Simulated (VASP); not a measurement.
Data:

```
CELL_PARAMETERS angstrom
      1.60824    -2.78556     0.00000
      1.60824     2.78556     0.00000
      0.00000     0.00000     3.60025
ATOMIC_POSITIONS crystal
  Zr 0.00000 0.00000 0.00000
  B  0.33333 0.66667 0.50000
  B  0.66667 0.33333 0.50000
```

The numbers are results of RPBE GGA, VASP's PBE PAW potentials (set 64) (plane waves; VASP), not measurements. Numerical set-up: 520 eV cut-off, 11×11×9 Γ-centred mesh, first-order Methfessel-Paxton smearing of 0.10 eV, potentials Zr_sv B.

Problem. Predict the energy per atom (σ→0), pressure, band gap (on the k-mesh) with the smallest direct gap where there is one.

Solution. 
The band gap (on the k-mesh) comes out as none (metal, semimetal or under 0.01 eV), the energy per atom (σ→0) is -7.954 eV/atom and the pressure is -6.37 GPa.

The absolute energy has meaning only against runs of the same code, potentials and settings.

The compound is ZrB2 in the AlB2 type structure. This cell is one point of a volume scan, at 1.03 of the reference volume.
